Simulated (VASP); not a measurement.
An input for Ansatz (written as the equivalent of a VASP run, and not itself run):

Ansatz 0.2 input:
```yaml
crystal:
  lattice:
    - [0.0000000, 1.8676834, 1.8676834]
    - [1.8676834, 0.0000000, 1.8676834]
    - [1.8676834, 1.8676834, 0.0000000]
  atoms:
    - { symbol: Cu, position: [0.0000000, 0.0000000, 0.0000000] }
kpoints:
  mp_grid: { grid: [17, 17, 17] }
hamiltonian:
  xc: revpbe
  pseudopotentials: { kind: paw }
scf:
  occupations: { method: methfessel_paxton, width: 0.1 }
  max_iter: 100
output: { forces: true, stress: true, eigenvalues: true }
```

Q: Write the VASP files for the same calculation (revPBE).

A: Several could match; the one computed here: 
**POSCAR**
```
Cu
1
    0.0000000000     1.8676833648     1.8676833648
    1.8676833648     0.0000000000     1.8676833648
    1.8676833648     1.8676833648     0.0000000000
Cu
1
Direct
  0.0000000000   0.0000000000   0.0000000000
```

File KPOINTS:
```
Automatic
0
Gamma
 17 17 17
```

INCAR:
```
ALGO  =  Normal
EDIFF  =  1E-7
ENCUT  =  520
GGA  =  RE
ISIF  =  2
ISMEAR  =  1
LASPH  =  .TRUE.
LCHARG  =  .FALSE.
LMAXMIX  =  4
LREAL  =  .FALSE.
LWAVE  =  .FALSE.
NELM  =  100
PREC  =  Accurate
SIGMA  =  0.1
SYSTEM  =  Cu
```

POTCAR, in this order: Cu (PBE.64 set). Program: vasp_std.

Limits of the translation: each code has its own PAW files, so the cut-off isn't converted (ENCUT is set for VASP's; basis.ecutwfc is left out, and Ansatz then takes the one that its files recommend); Ansatz stops its SCF on the density residual and VASP on the energy change (EDIFF).

The compound is Cu in the fcc structure. This cell is one point of a volume scan, at 1.06 of the reference volume.
